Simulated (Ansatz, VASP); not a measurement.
# Cross-check of CdAgCl3 between VASP and Ansatz, part 2 of 3

Wanted: the spread between two codes on one cell, functional and k mesh. The cell is generated by rule, not measured, and may not be a known phase. The cell is taken from a series of runs on this material, whose earlier steps may have relaxed, scaled, displaced or heated it; both programs get it as it stands.

VASP 6.6.1 and Ansatz 0.2.0.

So far: Starting point; VASP: zone-centre phonons, PBEsol.

### Step 2. VASP: zone-centre phonons, PBEsol (continued)

Level of this step: PBEsol; plane waves and PAW (Ag, Cd, Cl); invented cell (VASP).

Parts of OUTCAR (step 2):

```text
ion  position               nearest neighbor table
   1  0.000  0.000  0.000-
   2  0.500  0.500  0.500-   3 2.53   4 2.53   5 2.53   3 2.53   4 2.53   5 2.53
   3  0.500  0.500  0.000-   2 2.53   2 2.53
   4  0.500  0.000  0.500-   2 2.53   2 2.53
   5  0.000  0.500  0.500-   2 2.53   2 2.53

  LATTYP: Found a simple cubic cell.
 ALAT       =     5.0585249677

 Subroutine GETGRP returns: Found 48 space group operations
 (whereof 48 operations were pure point group operations)

The static configuration has the point symmetry O_h .

 Found     20 irreducible k-points:

   k-points           NKPTS =     20   k-points in BZ     NKDIM =     20   number of bands    NBANDS=     28

   dimension x,y,z NGX =    40 NGY =   40 NGZ =   40
   dimension x,y,z NGXF=    80 NGYF=   80 NGZF=   80

   ENCUT  =  500.0 eV  36.75 Ry    6.06 a.u.   9.22  9.22  9.22*2*pi/ulx,y,z

   NELECT =      44.0000    total number of electrons

 k-points in reciprocal lattice and weights: Automatic mesh
   0.00000000  0.00000000  0.00000000       0.005
   0.16666667  0.00000000  0.00000000       0.028
   0.33333333  0.00000000  0.00000000       0.028
   0.50000000  0.00000000  0.00000000       0.014
   0.16666667  0.16666667  0.00000000       0.056
   0.33333333  0.16666667  0.00000000       0.111
   0.50000000  0.16666667  0.00000000       0.056
   0.33333333  0.33333333  0.00000000       0.056
   0.50000000  0.33333333  0.00000000       0.056
[...]
0.50000000  0.50000000  0.33333333       0.028
   0.50000000  0.50000000  0.50000000       0.005

 average (electrostatic) potential at core
       1 -76.1313       2 -39.1469       3 -93.4940       4 -93.4940       5 -93.4940

  Total        0.1785787      0.1785787      0.1785787     -0.0000000     -0.0000000      0.0000000
  in kB        2.2103884      2.2103884      2.2103884     -0.0000000     -0.0000000      0.0000000
  external PRESSURE =       2.2103884 kB  Pullay stress =       0.0000000 kB

  energy-cutoff  :      500.00
  volume of cell :      129.44
      direct lattice vectors                 reciprocal lattice vectors
     5.058524968  0.000000000  0.000000000     0.197686086  0.000000000  0.000000000
     0.000000000  5.058524968  0.000000000     0.000000000  0.197686086  0.000000000
     0.000000000  0.000000000  5.058524968     0.000000000  0.000000000  0.197686086

 POSITION                                       TOTAL-FORCE (eV/Angst)
 -----------------------------------------------------------------------------------
      0.00000      0.00000      0.00000         0.000000      0.000000      0.000000
      2.52926      2.52926      2.52926         0.000000      0.000000      0.000000
      2.52926      2.52926      0.00000         0.000000      0.000000      0.000000
      2.52926      0.00000      2.52926         0.000000      0.000000      0.000000
      0.00000      2.52926      2.52926         0.000000      0.000000      0.000000
[...]
2    -0.00000    -2.08999    -0.00000
    3    -0.00000    -0.00000    -1.11379
 ion    5
    1    -2.08999     0.00000     0.00000
    2     0.00000    -1.11379    -0.00000
    3    -0.00000    -0.00000    -1.11379

 Eigenvectors and eigenvalues of the dynamical matrix
 ----------------------------------------------------

   1 f  =    8.961024 THz    56.303775 2PiTHz  298.907592 cm-1    37.059802 meV
             X         Y         Z           dx          dy          dz
      0.000000  0.000000  0.000000    -0.002564    0.011678    0.000000
      2.529262  2.529262  2.529262    -0.080092    0.364831    0.000000
      2.529262  2.529262  0.000000    -0.024308    0.110727    0.000000
      2.529262  0.000000  2.529262    -0.024308   -0.892335    0.000000
      0.000000  2.529262  2.529262     0.195897    0.110727    0.000000

   2 f  =    8.961024 THz    56.303775 2PiTHz  298.907592 cm-1    37.059802 meV
             X         Y         Z           dx          dy          dz
      0.000000  0.000000  0.000000    -0.000000    0.000000    0.011956
      2.529262  2.529262  2.529262    -0.000000   -0.000000    0.373519
      2.529262  2.529262  0.000000     0.000000    0.000000   -0.913585
      2.529262  0.000000  2.529262    -0.000000    0.000000    0.113364
      0.000000  2.529262  2.529262     0.000000   -0.000000    0.113364

   3 f  =    8.961024 THz    56.303775 2PiTHz  298.907592 cm-1    37.059802 meV
             X         Y         Z           dx          dy          dz
      0.000000  0.000000  0.000000    -0.011678   -0.002564    0.000000
      2.529262  2.529262  2.529262    -0.364831   -0.080092   -0.000000
      2.529262  2.529262  0.000000    -0.110727   -0.024308    0.000000
      2.529262  0.000000  2.529262    -0.110727    0.195897   -0.000000
      0.000000  2.529262  2.529262     0.892335   -0.024308   -0.000000

   4 f  =    1.436022 THz     9.022790 2PiTHz   47.900526 cm-1     5.938906 meV
             X         Y         Z           dx          dy          dz
      0.000000  0.000000  0.000000     0.414969    0.224285   -0.000000
      2.529262  2.529262  2.529262    -0.626913   -0.338837   -0.000000
      2.529262  2.529262  0.000000     0.297808    0.160961   -0.000000
      2.529262  0.000000  2.529262     0.297808   -0.095652   -0.000000
      0.000000  2.529262  2.529262    -0.176974    0.160961    0.000000

   5 f  =    1.436022 THz     9.022790 2PiTHz   47.900526 cm-1     5.938906 meV
             X         Y         Z           dx          dy          dz
      0.000000  0.000000  0.000000    -0.211815    0.391898    0.155092
      2.529262  2.529262  2.529262     0.319999   -0.592059   -0.234304
      2.529262  2.529262  0.000000    -0.152012    0.281251   -0.066143
      2.529262  0.000000  2.529262    -0.152012   -0.167135    0.111304
      0.000000  2.529262  2.529262     0.090334    0.281251    0.111304

   6 f  =    1.436022 THz     9.022790 2PiTHz   47.900526 cm-1     5.938906 meV
             X         Y         Z           dx          dy          dz
      0.000000  0.000000  0.000000    -0.073743    0.136438   -0.445477
      2.529262  2.529262  2.529262     0.111407   -0.206124    0.673003
      2.529262  2.529262  0.000000    -0.052923    0.097917    0.189985
      2.529262  0.000000  2.529262    -0.052923   -0.058188   -0.319703
      0.000000  2.529262  2.529262     0.031450    0.097917   -0.319703

   7 f/i=    0.009221 THz     0.057940 2PiTHz    0.307592 cm-1     0.038137 meV
             X         Y         Z           dx          dy          dz
      0.000000  0.000000  0.000000     0.248853   -0.510017    0.000000
      2.529262  2.529262  2.529262     0.260387   -0.533657    0.000000
      2.529262  2.529262  0.000000     0.143903   -0.294926    0.000000
      2.529262  0.000000  2.529262     0.143903   -0.298052   -0.000000
      0.000000  2.529262  2.529262     0.145429   -0.294926    0.000000

   8 f/i=    0.009221 THz     0.057940 2PiTHz    0.307592 cm-1     0.038137 meV
             X         Y         Z           dx          dy          dz
      0.000000  0.000000  0.000000    -0.404146   -0.197195   -0.346159
      2.529262  2.529262  2.529262    -0.422878   -0.206335   -0.362203
      2.529262  2.529262  0.000000    -0.233704   -0.114031   -0.202294
      2.529262  0.000000  2.529262    -0.233704   -0.115240   -0.200172
      0.000000  2.529262  2.529262    -0.236181   -0.114031   -0.200172

   9 f/i=    0.009221 THz     0.057940 2PiTHz    0.307592 cm-1     0.038137 meV
             X         Y         Z           dx          dy          dz
      0.000000  0.000000  0.000000     0.311101    0.151796   -0.449689
      2.529262  2.529262  2.529262     0.325520    0.158831   -0.470532
      2.529262  2.529262  0.000000     0.179899    0.087778   -0.262796
      2.529262  0.000000  2.529262     0.179899    0.088709   -0.260040
      0.000000  2.529262  2.529262     0.181806    0.087778   -0.260040

  10 f/i=    2.634846 THz    16.555223 2PiTHz   87.888986 cm-1    10.896841 meV
             X         Y         Z           dx          dy          dz
      0.000000  0.000000  0.000000     0.000000   -0.000000    0.000000
      2.529262  2.529262  2.529262     0.000000   -0.000000    0.000000
      2.529262  2.529262  0.000000    -0.586776   -0.394358    0.000000
      2.529262  0.000000  2.529262     0.586776   -0.000000   -0.013246
      0.000000  2.529262  2.529262    -0.000000    0.394358    0.013246

  11 f/i=    2.634846 THz    16.555223 2PiTHz   87.888986 cm-1    10.896841 meV
             X         Y         Z           dx          dy          dz
      0.000000  0.000000  0.000000    -0.000000    0.000000    0.000000
      2.529262  2.529262  2.529262     0.000000    0.000000   -0.000000
      2.529262  2.529262  0.000000     0.011158    0.007143   -0.000000
      2.529262  0.000000  2.529262    -0.011158    0.000000   -0.706983
      0.000000  2.529262  2.529262     0.000000   -0.007143    0.706983

  12 f/i=    2.634846 THz    16.555223 2PiTHz   87.888986 cm-1    10.896841 meV
             X         Y         Z           dx          dy          dz
      0.000000  0.000000  0.000000    -0.000000    0.000000   -0.000000
      2.529262  2.529262  2.529262     0.000000    0.000000   -0.000000
      2.529262  2.529262  0.000000    -0.394422    0.586882   -0.000000
      2.529262  0.000000  2.529262     0.394422   -0.000000   -0.000296
      0.000000  2.529262  2.529262     0.000000   -0.586882    0.000296

  13 f/i=    2.857372 THz    17.953395 2PiTHz   95.311657 cm-1    11.817134 meV
             X         Y         Z           dx          dy          dz
      0.000000  0.000000  0.000000     0.062787    0.001845   -0.671835
      2.529262  2.529262  2.529262    -0.000730   -0.000021    0.007809
      2.529262  2.529262  0.000000    -0.047888   -0.001407    0.121568
      2.529262  0.000000  2.529262    -0.047888   -0.000334    0.512412
      0.000000  2.529262  2.529262    -0.011361   -0.001407    0.512412

  14 f/i=    2.857372 THz    17.953395 2PiTHz   95.311657 cm-1    11.817134 meV
             X         Y         Z           dx          dy          dz
      0.000000  0.000000  0.000000     0.620942   -0.257786    0.057323
      2.529262  2.529262  2.529262    -0.007218    0.002997   -0.000666
      2.529262  2.529262  0.000000    -0.473595    0.196614   -0.010372
      2.529262  0.000000  2.529262    -0.473595    0.046646   -0.043720
      0.000000  2.529262  2.529262    -0.112359    0.196614   -0.043720

  15 f/i=    2.857372 THz    17.953395 2PiTHz   95.311657 cm-1    11.817134 meV
             X         Y         Z           dx          dy          dz
      0.000000  0.000000  0.000000     0.256510    0.623580    0.025684
      2.529262  2.529262  2.529262    -0.002982   -0.007249   -0.000299
      2.529262  2.529262  0.000000    -0.195641   -0.475607   -0.004648
      2.529262  0.000000  2.529262    -0.195641   -0.112836   -0.019590
      0.000000  2.529262  2.529262    -0.046415   -0.475607   -0.019590

 MACROSCOPIC STATIC DIELECTRIC TENSOR IONIC CONTRIBUTION
 ------------------------------------------------------
           3.333057     0.000000     0.000000
           0.000000     3.333057     0.000000
           0.000000     0.000000     3.333057
 ------------------------------------------------------

 ELASTIC MODULI CONTR FROM IONIC RELAXATION (kBar)
 Direction    XX          YY          ZZ          XY          YZ          ZX
 --------------------------------------------------------------------------------
 XX           0.0000      0.0000      0.0000      0.0000      0.0000      0.0000
 YY           0.0000      0.0000      0.0000      0.0000      0.0000      0.0000
 ZZ           0.0000      0.0000      0.0000      0.0000      0.0000      0.0000
 XY           0.0000      0.0000      0.0000      0.0000      0.0000      0.0000
 YZ           0.0000      0.0000      0.0000      0.0000      0.0000      0.0000
 ZX           0.0000      0.0000      0.0000      0.0000      0.0000      0.0000
 --------------------------------------------------------------------------------

 PIEZOELECTRIC TENSOR IONIC CONTR  for field in x, y, z        (C/m^2)
          XX          YY          ZZ          XY          YZ          ZX
  --------------------------------------------------------------------------------
  x     0.00000     0.00000     0.00000     0.00000     0.00000     0.00000
  y     0.00000     0.00000     0.00000     0.00000     0.00000     0.00000
  z     0.00000     0.00000     0.00000     0.00000     0.00000     0.00000
```

Energies printed during the response cycles are not total energies of the cell. The dielectric response converges more slowly with the mesh than energies do, so tensor and charges may still move on a finer one. With imaginary modes the cell is no minimum, so the ionic parts of its dielectric, piezoelectric and elastic tensors have no meaning. The PAW data sets were made with PBE, which is usual practice but a small mismatch for other functionals.

[end of part 2 of 3]

[Lines on the potential files, build, host, timing and source positions are cut from VASP's logs without a mark.]

[Logs are printed without paths, hosts, clocks, repeated set-up lines and the standing remarks that a program may print on its own settings, such as how far it seeks lower states.]

[Hosts, paths, dates, database ids (printed as entryN), source tags and the programs' standing remarks are cut or masked in the printed files.]
